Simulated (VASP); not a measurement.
Input:

```xyz
2
Lattice="0.0000 2.7185 2.7185 2.7185 0.0000 2.7185 2.7185 2.7185 0.0000" Properties=species:S:1:pos:R:3 pbc="T T T"
Al     0.0000     0.0000     0.0000
As     1.3593     1.3593     1.3593
```

Calculation: PBE GGA, VASP's PBE PAW potentials (set 64) (plane waves; VASP). Run with 480 eV cut-off, 8×8×8 Γ-centred mesh, Gaussian smearing of 0.050 eV, potentials Al As.

Problem. Estimate the energy per atom (σ→0), pressure, band gap (on the k-mesh) with the smallest direct gap where there is one.

Solution. 
| Quantity | Result |
|---|---|
| band gap (on the k-mesh) | 1.20 eV |
| smallest direct gap (on the k-mesh) | 3.06 eV |
| energy per atom (σ→0) | -4.553 eV/atom |
| pressure | 15.00 GPa |

The absolute energy has meaning only against runs of the same code, potentials and settings.

The compound is AlAs in the zinc blende structure. It was relaxed first under an external pressure of 15 GPa.
